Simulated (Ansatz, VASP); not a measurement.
# Cross-check of Cu3Ni2 (Ni-Cu-Cu-Cu-Ni stack, (111) layers) between VASP and Ansatz

One calculation is typed for both programs; each brings its own data sets. How far apart do they land? Of the first pair: The structure shown is the end of the Ansatz relaxation below.

Program: Ansatz 0.2.0. Level of theory: plane waves, with VASP 6.6.1 beside it; PBE. Results are calculated unless marked as measured.

## 1. The structure

The cell holds 5 atoms: 2 Ni and 3 Cu. Cell: a = 2.487 Å, b = 2.487 Å, c = 40.474 Å, α = 90.0°, β = 90.0°, γ = 120.0°. It derives from Cu3Ni2. Vacuum lies along c.

## 2. Ansatz: relaxation, PBE

Ansatz runs on its PAW soft_1 files.

This run makes the geometry at which the two programs are then compared.

Contents of input.yaml:

```yaml
crystal:
  lattice:
    - [2.4882733866, 0.0, 0.0]
    - [-1.2441366933, 2.1549079644, 0.0]
    - [0.0, 0.0, 40.4738775071]
  atoms:
    - { symbol: Ni, position: [0.0, 0.0, 0.1352124931] }
    - { symbol: Cu, position: [0.3333333333, 0.6666666667, 0.1859858971] }
    - { symbol: Cu, position: [0.6666666667, 0.3333333333, 0.238881733] }
    - { symbol: Cu, position: [0.0, 0.0, 0.2917775689] }
    - { symbol: Ni, position: [0.3333333333, 0.6666666667, 0.3425509729] }
  periodic: [true, true, false]
kpoints:
  mp_grid: { grid: [12, 12, 1] }
hamiltonian:
  xc: pbe
  pseudopotentials: { kind: paw, azcp: { folder: soft_1 } }
scf:
  occupations: { method: methfessel_paxton, width: 0.2 }
output:
  forces: true
  stress: true
  eigenvalues: true
relax:
  adjacent_minimum: "off"
  f_tol: 0.001
  max_steps: 60
  cell: { stress_2d_tol: 0.002 }
```

Run with:

```
ansatz run input.yaml --threads 4 --pin off --max-ram 12288MiB --backend cpu --events-out ev --progress --plain --runs-dir out
```

Numbers of over 12 decimals in the logs are rounded to 6 here.

What it wrote:

```text
Engine: ansatz 0.2.0, aarch64-unknown-linux-gnu
Pseudopotentials: kind: paw
Pseudopotential: Ni, paw, valence charge 18, recommended cutoff 420 eV (normal), soft_1/Ni.paw.azcp
Pseudopotential: Cu, paw, valence charge 19, recommended cutoff 420 eV (normal), soft_1/Cu.paw.azcp
Functional definition: PBE
  parameter kappa = 0.804
  parameter beta = 0.066725
  exchange = pbe_x(kappa = kappa, mu = beta*pi^2/3)
  correlation = pbe_c(beta = beta)
Crystal: 5 atoms, lattice volume = 217.021 Å³
Basis set: ecut = 420 eV, 4065 PW (Γ), exchange–correlation on 36×36×576 points (8 copies of the dense FFT grid, shifted against one another)
Bands: 56, of which v1, the nominal top of the filled ones, is band 47 counted from 1 (46 counted from 0)
Symmetry: 12 space group operations
Space group: P-3m1 (ITA 164), of the structure as read, at distance tolerance 6.0e-5 Å
k-points: 19 of 144
Non-local potential: Ni, projectors of the file, l = 0: 3, l = 1: 2, l = 2: 3, l = 3: 1
Non-local potential: Cu, projectors of the file, l = 0: 3, l = 1: 2, l = 2: 3, l = 3: 1
PAW form: soft (Blöchl's): semilocal exchange-correlation on the pseudo side does not see the compensation charge
PAW one-centre angular grid: Ni, 590 points (default); XC on 64 Gauss nodes
PAW one-centre angular grid: Cu, 590 points (default); XC on 64 Gauss nodes
Initial density: superposition of atomic densities (neutral atoms: chi_scale 0, normalization atom)
Initial wavefunctions: pseudopotential atomic-orbital guess
Functional: x = pbe(κ = 0.804, μ = 0.219515), c = pbe(β = 0.066725)
SCF iter   1: F=—  HF=-31566.374377 eV  |F-HF|=—  |Δ(HF+E_count)|=         —  Δρ=2.82e-1  dr2=2.83e2  ethr=3.10e-3  ⟨swp⟩=16.5  Hψ=7571  notcnv=0  defer=6
preconditioner: auto → LDOS  [metal: Δε(μ)=0.006 eV  Ē_g=8.005 eV  σ=0.200 eV  W_gap=0.03  n_scr=30 (ndim 8)  ℏωp=18.4 eV  f_vac=0.702  D(μ)=9.03/eV (n_scr^D=34)  β→1.0]
SCF iter   2: F=—  HF=-31631.854050 eV  |F-HF|=—  |Δ(HF+E_count)|=    6.55e1  S|Δr|=    0.00e0  Δρ=7.01e-1  dr2=2.59e3  ethr=3.10e-3  ⟨swp⟩=9.3  Hψ=4135  notcnv=0  defer=59  recentre
SCF iter   3: F=—  HF=-31556.635904 eV  |F-HF|=—  |Δ(HF+E_count)|=    7.52e1  S|Δr|=    0.00e0  Δρ=1.18e-1  dr2=5.25e1  ethr=3.10e-3  ⟨swp⟩=6.1  Hψ=4310  notcnv=0  defer=46
SCF iter   4: F=—  HF=-31556.293034 eV  |F-HF|=—  |Δ(HF+E_count)|=   3.43e-1  S|Δr|=    0.00e0  Δρ=7.21e-2  dr2=7.83e0  ethr=3.10e-3  ⟨swp⟩=6.5  Hψ=3387  notcnv=0  defer=72
SCF iter   5: F=—  HF=-31554.194340 eV  |F-HF|=—  |Δ(HF+E_count)|=    2.10e0  S|Δr|=    0.00e0  Δρ=1.69e-2  dr2=1.54e0  ethr=3.10e-3  ⟨swp⟩=4.3  Hψ=2445  notcnv=0  defer=62
SCF iter   6: F=—  HF=-31553.962831 eV  |F-HF|=—  |Δ(HF+E_count)|=   2.32e-1  S|Δr|=    0.00e0  Δρ=9.40e-3  dr2=8.42e-1  ethr=1.66e-3  ⟨swp⟩=3.3  Hψ=2105  notcnv=0  defer=62
SCF iter   7: F=—  HF=-31553.895581 eV  |F-HF|=—  |Δ(HF+E_count)|=   6.72e-2  S|Δr|=    0.00e0  Δρ=5.62e-3  dr2=5.57e-1  ethr=9.05e-4  ⟨swp⟩=2.8  Hψ=1745  notcnv=0  defer=65
SCF iter   8: F=—  HF=-31553.774759 eV  |F-HF|=—  |Δ(HF+E_count)|=   1.21e-1  S|Δr|=    0.00e0  Δρ=2.88e-3  dr2=2.57e-1  ethr=5.99e-4  ⟨swp⟩=2.8  Hψ=1205  notcnv=0  defer=65
SCF iter   9: F=—  HF=-31553.681031 eV  |F-HF|=—  |Δ(HF+E_count)|=   9.37e-2  S|Δr|=    0.00e0  Δρ=3.40e-3  dr2=1.06e-1  ethr=2.77e-4  ⟨swp⟩=2.6  Hψ=1313  notcnv=0  defer=66
SCF iter  10: F=—  HF=-31553.628541 eV  |F-HF|=—  |Δ(HF+E_count)|=   5.25e-2  S|Δr|=    0.00e0  Δρ=1.94e-3  dr2=1.54e-2  ethr=1.14e-4  ⟨swp⟩=3.5  Hψ=1667  notcnv=0  defer=73
[...]
SCF 3 converged in 10 iterations: F = -31553.624782 eV  dr2 = 3.28e-11
relax step   3: F+E_penalty+E_count = -31553.62478213 eV  Δ(F+E_penalty+E_count) = -2.922e-5 eV  max|allowed force component| = 9.796e-5 eV/Å  Δτ_max = 0.0009 Å  P = +0.001 N/m  Ω = 216.852 Å³  energy of the carried Pulay correction = +3.379e-5 eV  fix = [c, alpha, beta]  reactions: c +0.000 N/m  (10 SCF iters, dr2 threshold 5.51e-9 eV, accepted)
Initial wavefunctions: pseudopotential atomic-orbital guess (no wavefunctions were taken with the density)
[...]
eigensolver tolerance schedule: the retry pair's looser diagonalisation over-reported the residual by 112669.23 of it (diagonalisation noise at an unbounded share of the residual, at the tolerance the schedule requests for it); recorded, not acted on — ethr = c·dr2/N_el stays at c = 1.0e-1
preconditioner: auto → LDOS  [metal: Δε(μ)=0.078 eV  Ē_g=7.898 eV  σ=0.200 eV  W_gap=0.31  n_scr=30 (ndim 8)  ℏωp=18.4 eV  f_vac=0.710  D(μ)=4.74/eV (n_scr^D=24)  β→1.0]
[...]
SCF iter   3: F=—  HF=-31553.624744 eV  |F-HF|=—  |Δ(HF+E_count)|=   1.20e-7  S|Δr|=    0.00e0  Δρ=4.53e-6  dr2=2.05e-8  ethr=4.56e-11  ⟨swp⟩=3.0  Hψ=2101  notcnv=0
SCF iter   4: F=—  HF=-31553.624744 eV  |F-HF|=—  |Δ(HF+E_count)|=   2.80e-8  S|Δr|=    0.00e0  Δρ=3.00e-6  dr2=1.74e-8  ethr=2.20e-11  ⟨swp⟩=2.9  Hψ=2254  notcnv=0
SCF iter   5: F=—  HF=-31553.624744 eV  |F-HF|=—  |Δ(HF+E_count)|=   4.95e-9  S|Δr|=    0.00e0  Δρ=2.79e-6  dr2=1.11e-8  ethr=1.88e-11  ⟨swp⟩=2.8  Hψ=1942  notcnv=0
SCF iter   6: F=—  HF=-31553.624744 eV  |F-HF|=—  |Δ(HF+E_count)|=   1.32e-9  S|Δr|=    0.00e0  Δρ=1.34e-6  dr2=3.40e-9  ethr=1.19e-11  ⟨swp⟩=2.5  Hψ=1656  notcnv=0
SCF iter   7: F=—  HF=-31553.624744 eV  |F-HF|=—  |Δ(HF+E_count)|=   1.24e-9  S|Δr|=    0.00e0  Δρ=4.55e-7  dr2=3.79e-10  ethr=3.66e-12  ⟨swp⟩=2.6  Hψ=1740  notcnv=0
SCF iter   8: F=—  HF=-31553.624744 eV  |F-HF|=—  |Δ(HF+E_count)|=  1.31e-10  S|Δr|=    0.00e0  Δρ=1.47e-7  dr2=4.68e-11  ethr=4.07e-13 (applied; sched 1.00e-12)  ⟨swp⟩=2.7  Hψ=1971  notcnv=0
SCF iter   9: F=—  HF=-31553.624744 eV  |F-HF|=—  |Δ(HF+E_count)|=   2.58e-9  S|Δr|=    0.00e0  Δρ=1.61e-7  dr2=4.19e-11  ethr=5.03e-14 (applied; sched 1.00e-12)  ⟨swp⟩=3.0  Hψ=1941  notcnv=0
SCF iter  10: F=—  HF=-31553.624744 eV  |F-HF|=—  |Δ(HF+E_count)|=  8.11e-10  S|Δr|=    0.00e0  Δρ=5.20e-8  dr2=3.31e-12  ethr=4.50e-14 (applied; sched 1.00e-12)  ⟨swp⟩=1.5  Hψ=1135  notcnv=0
SCF iter  11: F=—  HF=-31553.624744 eV  |F-HF|=—  |Δ(HF+E_count)|=  4.40e-10  S|Δr|=    0.00e0  Δρ=1.74e-8  dr2=3.77e-13  ethr=3.56e-15 (applied; sched 1.00e-12)  ⟨swp⟩=3.4  Hψ=2517  notcnv=0
SCF iter  12: F=-31553.624744 eV  HF=-31553.624744 eV  |F-HF|=7.02e-10  |Δ(HF+E_count)|=  4.00e-10  S|Δr|=    0.00e0  Δρ=3.40e-9  dr2=2.15e-14  ethr=1.00e-12  ⟨swp⟩=6.5  Hψ=6152  notcnv=0
SCF 4 converged in 12 iterations: F = -31553.624744 eV  dr2 = 2.15e-14
relax step   4: F+E_penalty+E_count = -31553.62474426 eV  Δ(F+E_penalty+E_count) = +3.787e-5 eV  max|allowed force component| = 1.005e-4 eV/Å  Δτ_max = 0.0000 Å  P = +0.002 N/m  Ω = 216.852 Å³  fix = [c, alpha, beta]  reactions: c +0.000 N/m  stress off target by 1.61e-3 N/m on what of the cell is left free  SCF on the basis re-selected at this cell (its energy is not comparable with the rows above)  (12 SCF iters)
basis re-selected at this cell: Δ(F+E_penalty+E_count) = +3.787e-5 eV, ΔP = +0.001 N/m vs the last step (what re-selecting the basis moved, of the pressure what is left beyond the Pulay correction that the steps carried, after the strain that the cell walked since its last selection, with what the two solves' SCF thresholds leave and, on support functions, any second-order correction that the steps lacked; it is no m [...]
SCF converged after 12 iterations
Stability not checked: this state was not tested for a lower state beside it, because cold or Methfessel-Paxton smearing, or corrected tetrahedra, fill the levels in a way that the test cannot read (fill_not_monotonic; see scf.lower_state_search)
Free energy (F): -31553.624744 eV
Harris-Foulkes:  -31553.624744 eV  (|F-HF|=7.02e-10)
Internal energy: -31553.647993 eV  (E = F + TS)
E sigma→0 (E₀):  -31553.630556 eV
Entropy (-TS):   0.023249 eV (4.650 meV/atom)
Fermi energy:    -5.289801 eV
--- Per-component energies (eV) ---
  E_band       = -3718.826757
  E_kinetic    = 1464.490481
  E_local      = -997252.861697  (includes V_loc(G=0)·N_el)
  E_nonlocal   = 2436.652882
  E_hartree    = 496808.492740
  E_xc         = -430.941066
  E_vxc        = -556.021971  (∫ρ·V_xc dr)
  E_paw        = -8761.547030  (= ΣΔE_a)
  E_vpaw       = -3428.076964  (= ΣTr[D̂ρ^β])
  E_aug_tail   = 0.005070  (compensation charges beyond the density's cutoff)
  E_ewald      = 474182.060626
  E_smearing   = 0.023249  (= −TS)
  E_closure    = -0.000000  (closes the sum)
  Σ components = -31553.624744   (vs F -31553.624744, Δ=0.00e0)
--- Forces (eV/Å), atoms counted from 1 ---
  atom   1  Ni     0.00000000     0.00000000    -0.00007362
  atom   2  Cu     0.00000000    -0.00000000     0.00010053
  atom   3  Cu     0.00000000     0.00000000     0.00000000
  atom   4  Cu     0.00000000     0.00000000    -0.00010053
  atom   5  Ni     0.00000000    -0.00000000     0.00007362
  max |Σ_I F_I| component: 2.31e-18 eV/Å
--- 2D stress c σ (N/m, compression-positive) ---
        0.001612       0.000000       0.000000
       -0.000000       0.001612      -0.000000
        0.000000      -0.000000       0.000000
  P = ½ c Tr σ = 0.0016 N/m
--- Band table (eV; the first three rows and the last of 19) ---
  k-point 0: bands = [... 43 lower, -6.5583, -6.5583, -5.6516, -5.3353, -5.3353, -5.3335, -5.3335, -5.2209, ... 5 higher]
  k-point 1: bands = [... 43 lower, -6.4768, -6.3755, -5.9749, -5.8338, -5.3518, -5.3498, -4.8657, -4.4251, ... 5 higher]
  k-point 2: bands = [... 43 lower, -6.2303, -6.2268, -6.1992, -5.7462, -5.3969, -5.3944, -4.1465, -3.2649, ... 5 higher]
  k-point 18: bands = [... 43 lower, -5.5441, -5.5441, -1.2706, -1.2706, -0.8872, -0.5434, 0.4078, 0.4078, ... 5 higher]
  ° read free of the cell's end (the report's vacuum.weakly_bound_levels)
--- Relaxed structure (3 steps of the walk, 3 accepted, 1 SCFs on fresh bases) ---
  F+E_penalty+E_count = -31553.62474426 eV   max|allowed force component| = 1.005e-4 eV/Å   (the final SCF, on the basis selected at the relaxed cell)
  cell:  # Å, volume = 216.8520 Å³
    - [2.487305, 0, 0]
    - [-1.243652, 2.154069, 0]
    - [0, 0, 40.4738775071]
  atoms:
    - { symbol: Ni, position: [-1.9108024197389282e-18, -4.699944137567981e-17, 0.135184] }
    - { symbol: Cu, position: [0.333333, 0.666667, 0.185984] }
    - { symbol: Cu, position: [0.666667, 0.333333, 0.238882] }
    - { symbol: Cu, position: [-1.8469822416343004e-18, -4.699944137567981e-17, 0.291779] }
    - { symbol: Ni, position: [0.333333, 0.666667, 0.342580] }
```

## 3. VASP: single point, PBE, relaxed cell, pair 1

The same cell, functional, mesh and smearing now go to VASP, with its own data sets.

Lines of VASP's logs that name or quote its potential files are left out, and so is its time.

Contents of INCAR:

```
SYSTEM = Cu3Ni2
PREC = Accurate
ENCUT = 520
EDIFF = 1E-06
NELM = 120
ISMEAR = 1
SIGMA = 0.2
LREAL = .FALSE.
ALGO = Normal
GGA = PE
NBANDS = 32
LASPH = .TRUE.
LORBIT = 11
LWAVE = .FALSE.
LCHARG = .FALSE.
ISIF = 2
LDIPOL = .TRUE.
IDIPOL = 3
DIPOL = 0.5 0.5 0.239
LVHAR = .TRUE.
GGA_COMPAT = .FALSE.
NELMDL = -8
KPAR = 2
```

Contents of POSCAR:

```
Cu3Ni2
1.0
    2.4873045974      0.0000000000      0.0000000000
   -1.2436522987      2.1540689683      0.0000000000
    0.0000000000      0.0000000000     40.4738775071
Ni Cu
2 3
Direct
    0.0000000000      0.0000000000      0.1351835129
    0.3333333333      0.6666666667      0.3425799531
    0.3333333333      0.6666666667      0.1859842716
    0.6666666667      0.3333333333      0.2388817330
    0.0000000000      0.0000000000      0.2917791944
```

Contents of KPOINTS:

```
Automatic mesh
0
Gamma
12 12 1
0 0 0
```

The projector-augmented-wave data sets are Ni and Cu (PBE family, release 64).

Run with:

```
mpirun -np 2 vasp_std
```

What it wrote:

```text
[banner, memory and clock lines left out]
running    2 mpi-ranks, on    1 nodes
 distrk:  each k-point on    1 cores,    2 groups
 distr:  one band on    1 cores,    1 groups

 POSCAR found type information on POSCAR NiCu
 POSCAR found :  2 types and       5 ions
 LDA part: xc-table for (Slater+PW92), standard interpolation
 POSCAR, INCAR and KPOINTS ok, starting setup
 FFT: planning ... GRIDC
 FFT: planning ... GRID_SOFT
 FFT: planning ... GRID
 WAVECAR not read
 entering main loop
       N       E                     dE             d eps       ncg     rms          rms(c)
DAV:   1     0.409639959932E+03    0.40964E+03   -0.22439E+04  1232   0.173E+03
DAV:   2     0.580141468928E+01   -0.40384E+03   -0.39301E+03  1248   0.376E+02
DAV:   3    -0.238410391369E+02   -0.29642E+02   -0.27987E+02  1400   0.147E+02
DAV:   4    -0.252105391650E+02   -0.13695E+01   -0.13299E+01  1352   0.362E+01
DAV:   5    -0.252576982979E+02   -0.47159E-01   -0.45709E-01  1712   0.570E+00
DAV:   6    -0.252597152457E+02   -0.20169E-02   -0.20151E-02  1928   0.978E-01
DAV:   7    -0.252597517014E+02   -0.36456E-04   -0.36456E-04  1832   0.120E-01
DAV:   8    -0.252597527408E+02   -0.10394E-05   -0.10395E-05  1688   0.207E-02    0.180E+01
DAV:   9    -0.226268970130E+02    0.26329E+01   -0.51503E+01  1544   0.184E+02    0.929E+00
DAV:  10    -0.224668820329E+02    0.16001E+00   -0.16932E+01  1664   0.114E+02    0.141E+01
DAV:  11    -0.207847154296E+02    0.16822E+01   -0.45250E+00  2000   0.806E+01    0.242E+00
DAV:  12    -0.208920351271E+02   -0.10732E+00   -0.17174E+00  1968   0.304E+01    0.253E+00
DAV:  13    -0.207941793147E+02    0.97856E-01   -0.30379E-01  1544   0.249E+01    0.129E+00
DAV:  14    -0.207731888877E+02    0.20990E-01   -0.10922E-01  1976   0.760E+00    0.658E-01
[...]
DAV:  22    -0.207705191583E+02   -0.97156E-04   -0.14314E-05  1480   0.690E-02    0.629E-03
DAV:  23    -0.207705660509E+02   -0.46893E-04   -0.32108E-06  1000   0.363E-02    0.225E-03
DAV:  24    -0.207705966907E+02   -0.30640E-04   -0.20531E-06   928   0.207E-02    0.144E-03
DAV:  25    -0.207706111907E+02   -0.14500E-04   -0.69039E-07   880   0.149E-02    0.702E-04
DAV:  26    -0.207706219971E+02   -0.10806E-04   -0.83315E-07   832   0.926E-03    0.879E-04
DAV:  27    -0.207706234346E+02   -0.14374E-05   -0.85135E-08   944   0.560E-03    0.149E-04
DAV:  28    -0.207706256484E+02   -0.22138E-05   -0.13774E-07   736   0.227E-03    0.277E-04
DAV:  29    -0.207706259405E+02   -0.29216E-06   -0.23736E-08   824   0.284E-03
   1 F= -.20770626E+02 E0= -.20778646E+02  d E =0.240606E-01
```

From OUTCAR (step 3):

```text
ion  position               nearest neighbor table
   1  0.000  0.000  0.135-   3 2.51   3 2.51   3 2.51
   2  0.333  0.667  0.343-   5 2.51   5 2.51   5 2.51
   3  0.333  0.667  0.186-   1 2.51   1 2.51   1 2.51   4 2.58   4 2.58   4 2.58
   4  0.667  0.333  0.239-   3 2.58   5 2.58   3 2.58   5 2.58   5 2.58   3 2.58
   5  0.000  0.000  0.292-   2 2.51   2 2.51   2 2.51   4 2.58   4 2.58   4 2.58

  LATTYP: Found a hexagonal cell.
 ALAT       =     2.4873045974
 C/A-ratio  =    16.2721837725

 Subroutine GETGRP returns: Found 12 space group operations
 (whereof  6 operations were pure point group operations)

The static configuration has the point symmetry C_3v.
 The point group associated with its full space group is D_3d.

 Found     19 irreducible k-points:

   k-points           NKPTS =     19   k-points in BZ     NKDIM =     19   number of bands    NBANDS=     32

   dimension x,y,z NGX =    18 NGY =   18 NGZ =  320
   dimension x,y,z NGXF=    36 NGYF=   36 NGZF=  640

   ENCUT  =  520.0 eV  38.22 Ry    6.18 a.u.   4.62  4.62 75.25*2*pi/ulx,y,z

   NELECT =      53.0000    total number of electrons

 k-points in reciprocal lattice and weights: Automatic mesh
   0.00000000  0.00000000  0.00000000       0.007
   0.08333333 -0.00000000  0.00000000       0.042
   0.16666667 -0.00000000  0.00000000       0.042
   0.25000000 -0.00000000  0.00000000       0.042
   0.33333333  0.00000000  0.00000000       0.042
   0.41666667 -0.00000000  0.00000000       0.042
   0.50000000 -0.00000000  0.00000000       0.021
   0.08333333  0.08333333  0.00000000       0.042
   0.16666667  0.08333333  0.00000000       0.083
[...]
0.33333333  0.25000000  0.00000000       0.083
   0.33333333  0.33333333  0.00000000       0.014

 dipolmoment           0.000000      0.000000      0.000002 electrons x Angstroem

 average (electrostatic) potential at core
       1 -92.4710       2 -92.4709       3 -72.8706       4 -73.0632       5 -72.8706

 E-fermi :  -1.7302

 k-point     1 :       0.0000    0.0000    0.0000
  band No.  band energies     occupation
    ...
     26      -2.0654      2.03922
     27      -1.7759      1.37538
     28      -1.7759      1.37537
     29      -1.7742      1.36202
     30      -1.7742      1.36201
     31      -1.6221      0.21660
     32       2.9760      0.00000

 k-point     2 :       0.0833   -0.0000    0.0000
  band No.  band energies     occupation
    ...
     25      -2.8198      2.00000
     26      -2.3991      2.00002
     27      -2.2603      2.00115
     28      -1.7924      1.49866
     29      -1.7905      1.48541
     30      -1.2964     -0.00892
     31      -0.8435     -0.00000
     32       3.1451      0.00000

 k-point     3 :       0.1667   -0.0000    0.0000
  band No.  band energies     occupation
    ...
     25      -2.6665      2.00000
     26      -2.6315      2.00000
     27      -2.1903      2.00540
     28      -1.8375      1.77884
     29      -1.8352      1.76665
     30      -0.5735     -0.00000
     31       0.3156     -0.00000
     32       3.6539      0.00000

  Total        0.1917151      0.1917151      0.1098222      0.0000000      0.0000000      0.0000000
  in kB        1.4164574      1.4164574      0.8114047      0.0000000      0.0000000      0.0000000
  external PRESSURE =       1.2147731 kB  Pullay stress =       0.0000000 kB

  energy-cutoff  :      520.00
  volume of cell :      216.85
      direct lattice vectors                 reciprocal lattice vectors
     2.487304597  0.000000000  0.000000000     0.402041632  0.232118845  0.000000000
    -1.243652299  2.154068968  0.000000000     0.000000000  0.464237689  0.000000000
     0.000000000  0.000000000 40.473877507     0.000000000  0.000000000  0.024707294

 POSITION                                       TOTAL-FORCE (eV/Angst)
 -----------------------------------------------------------------------------------
      0.00000      0.00000      5.47140         0.000000     -0.000000     -0.006815
     -0.00000      1.43605     13.86554        -0.000000     -0.000000      0.006815
     -0.00000      1.43605      7.52750        -0.000000      0.000000     -0.016614
      1.24365      0.71802      9.66847         0.000000     -0.000000      0.000000
      0.00000      0.00000     11.80944         0.000000     -0.000000      0.016614
 -----------------------------------------------------------------------------------
    total drift:                                0.000000      0.000001      0.000092

  FREE ENERGIE OF THE ION-ELECTRON SYSTEM (eV)
  ---------------------------------------------------
  free  energy   TOTEN  =       -20.7706259405 eV

  energy  without entropy=      -20.7946865021  energy(sigma->0) =      -20.77864613

 vacuum level on the upper side and lower side of the slab         3.541         3.541

 total charge
# of ion       s       p       d       tot
------------------------------------------
    1        0.480   0.361   8.341   9.181
    2        0.480   0.361   8.341   9.181
    3        0.454   0.416   9.182  10.052
    4        0.461   0.399   9.177  10.037
    5        0.454   0.416   9.182  10.052
--------------------------------------------------
tot          2.329   1.952  44.223  48.503

[... 3 further parts left out ...]
```

This run has no spin polarisation, so a moment on Ni, if there is one, isn't seen. Its electron count is odd, so without a moment it is a metal by construction.

## 4. Comparison

Known differences besides the potentials themselves: Ansatz cuts the interaction across the vacuum, VASP repeats the sheet with a dipole correction (LDIPOL); the data sets hold 93 valence electrons in Ansatz (on its PAW soft_1 files) and 53 in VASP; the cutoff is 420 eV in Ansatz and 520 eV in VASP. Total energies have different zeros and are not compared.

The largest component of a force difference here is 17 meV/Å. Where the cell holds vacuum, a pressure given here is an average over it and none of the material.

[end of part 1 of 2]

[Lines on the potential files, build, host, timing and source positions are cut from VASP's logs without a mark.]

[Logs are printed without paths, hosts, clocks, repeated set-up lines and the standing remarks that a program may print on its own settings, such as how far it seeks lower states.]

[Hosts, paths, dates, database ids (printed as entryN), source tags and the programs' standing remarks are cut or masked in the printed files.]
